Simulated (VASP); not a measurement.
Input for VASP

File POSCAR:
```
Mo
1
   -1.5750000000     1.5750000000     1.5750000000
    1.5750000000    -1.5750000000     1.5750000000
    1.5750000000     1.5750000000    -1.5750000000
Mo
1
Direct
  0.0000000000   0.0000000000   0.0000000000
```

### INCAR
```
SYSTEM = Mo
PREC = Accurate
ENCUT = 400
EDIFF = 1E-6
NELM = 100
ALGO = Normal
LREAL = .FALSE.
LASPH = .TRUE.
ISMEAR = 1
SIGMA = 0.1
GGA = PE
LMAXMIX = 4
LWAVE = .FALSE.
LCHARG = .FALSE.
ISIF = 2
```

### KPOINTS
```
k-points along high-symmetry lines
6
Line-mode
Reciprocal
  0.000000   0.000000   0.000000 ! GAMMA
  0.500000  -0.500000   0.500000 ! H

  0.500000  -0.500000   0.500000 ! H
  0.000000   0.000000   0.500000 ! N

  0.000000   0.000000   0.500000 ! N
  0.000000   0.000000   0.000000 ! GAMMA

  0.000000   0.000000   0.000000 ! GAMMA
  0.250000   0.250000   0.250000 ! P

  0.250000   0.250000   0.250000 ! P
  0.500000  -0.500000   0.500000 ! H

  0.250000   0.250000   0.250000 ! P
  0.000000   0.000000   0.500000 ! N
```

POTCAR, in this order: Mo_sv (PBE.64 set). Program: vasp_std.

What happens when VASP runs on this input?

There is a fault: a line-mode KPOINTS file was used for a self-consistent run. The run ends without an error. Against the sound run, the energy per atom (σ→0) decreases by 0.797 eV/atom; the pressure falls by 9.28 GPa.

### standard output
```
 POSCAR found type information on POSCAR Mo
 POSCAR found :  1 types and       1 ions
 Reading from existing POTCAR
 Reading from existing POTCAR
 LDA part: xc-table for (Slater+PW92), standard interpolation
 POSCAR, INCAR and KPOINTS ok, starting setup
 WAVECAR not read
 entering main loop
       N       E                     dE             d eps       ncg     rms          rms(c)
DAV:   1     0.732654746516E+02    0.73265E+02   -0.72123E+03   792   0.109E+03
DAV:   2    -0.112042257125E+02   -0.84470E+02   -0.81036E+02   852   0.299E+02
DAV:   3    -0.121906566192E+02   -0.98643E+00   -0.97979E+00   907   0.323E+01
DAV:   4    -0.121931408238E+02   -0.24842E-02   -0.24840E-02   866   0.185E+00
DAV:   5    -0.121931533524E+02   -0.12529E-04   -0.12529E-04   924   0.123E-01    0.158E+01
DAV:   6    -0.118054692387E+02    0.38768E+00   -0.70960E-01   813   0.100E+01    0.550E+00
DAV:   7    -0.117459396061E+02    0.59530E-01   -0.19523E-01   831   0.496E+00    0.876E-01
DAV:   8    -0.117439779758E+02    0.19616E-02   -0.60130E-03   816   0.106E+00    0.173E-01
DAV:   9    -0.117439449222E+02    0.33054E-04   -0.29089E-04   849   0.209E-01    0.632E-02
DAV:  10    -0.117439429306E+02    0.19916E-05   -0.16715E-05   825   0.546E-02    0.580E-03
DAV:  11    -0.117439432423E+02   -0.31161E-06   -0.10166E-07   489   0.358E-03
   1 F= -.11743943E+02 E0= -.11743536E+02  d E =-.122231E-02
```

OUTCAR:
```
------------------------ aborting loop because EDIFF is reached ----------------------------------------
  FORCE on cell =-STRESS in cart. coord.  units (eV):
  Direction    XX          YY          ZZ          XY          YZ          ZX
  --------------------------------------------------------------------------------------
  Total       -0.6993862     -0.6993862     -0.6993862      0.0000000     -0.0000000      0.0000000
  in kB      -71.7011309    -71.7011309    -71.7011309      0.0000000     -0.0000000      0.0000000
  external PRESSURE =     -71.7011309 kB  Pullay stress =       0.0000000 kB
  volume of cell :       15.63
      direct lattice vectors                 reciprocal lattice vectors
    -1.575000000  1.575000000  1.575000000     0.000000000  0.317460317  0.317460317
     1.575000000 -1.575000000  1.575000000     0.317460317  0.000000000  0.317460317
     1.575000000  1.575000000 -1.575000000     0.317460317  0.317460317  0.000000000
 POSITION                                       TOTAL-FORCE (eV/Angst)
 -----------------------------------------------------------------------------------
      0.00000      0.00000      0.00000        -0.000000      0.000000     -0.000000
 -----------------------------------------------------------------------------------
    total drift:                                0.000000     -0.000000      0.000000
  FREE ENERGIE OF THE ION-ELECTRON SYSTEM (eV)
  ---------------------------------------------------
  free  energy   TOTEN  =       -11.7439432423 eV

  energy  without entropy=      -11.7427209314  energy(sigma->0) =      -11.74353581
```
(Selected blocks of OUTCAR.)

To mend it, correct KPOINTS.
### KPOINTS
```
Automatic mesh
0
Gamma
12 12 12
0 0 0
```
The mended run (PBE GGA, plane waves, VASP's PBE PAW potentials (set 64)) converges, and its OSZICAR ends with
```
   1 F= -.10946623E+02 E0= -.10946499E+02  d E =-.374283E-03
```

The compound is Mo in the bcc structure. The cell was not relaxed at this level.
